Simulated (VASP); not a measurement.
Energy against volume of KI (rock salt). Calculation: SCAN meta-GGA, VASP's PBE PAW potentials (set 64) (plane waves; VASP). Numerical set-up: 520 eV cut-off, 7×7×7 Γ-centred mesh, Gaussian smearing of 0.050 eV, potentials K_sv I.

```json
[
 {"V (Å³/atom)": "42.735", "E (eV/atom)": "-24.18613"},
 {"V (Å³/atom)": "44.057", "E (eV/atom)": "-24.18774"},
 {"V (Å³/atom)": "45.379", "E (eV/atom)": "-24.18617"},
 {"V (Å³/atom)": "46.700", "E (eV/atom)": "-24.18193"}
]
```

Q: Fit these four points and predict the energy of the run at 41.414 Å³/atom.

A: A cubic in V^(−2/3), the third-order Birch-Murnaghan form, passes through the four points with V0 = 44.03 Å³/atom and B0 = 13 GPa, and gives -24.1807 eV/atom there. The run gave -24.1806 eV/atom, +0.1 meV/atom from the fit; all five points give B0 = 13 GPa.

The compound is KI in the rock salt structure. It was relaxed first.
